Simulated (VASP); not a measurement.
Input:

```xyz
2
Lattice="1.4550 -2.5201 0.0000 1.4550 2.5201 0.0000 0.0000 0.0000 2.8400" Properties=species:S:1:pos:R:3 pbc="T T T"
W      0.0000     0.0000     0.0000
C      1.4550     0.8400     1.4200
```

The numbers are results of PBE GGA, VASP's PBE PAW potentials (set 64) (plane waves; VASP), not measurements. Numerical set-up: 520 eV cut-off, 13×13×12 Γ-centred mesh, Gaussian smearing of 0.050 eV, potentials W_sv C.

### Question
Give the stress tensor in GPa (positive for a compressed cell).

### Answer

```
5.45  0.00  0.00
0.00  5.45  0.00
0.00  0.00  4.59
```
The pressure is its mean diagonal, 5.16 GPa.

The compound is WC in the wc structure. The cell was not relaxed at this level. The run is one of a series of settings (ISMEAR = 0, SIGMA = 0.05 against the base run), some of them coarse on purpose.
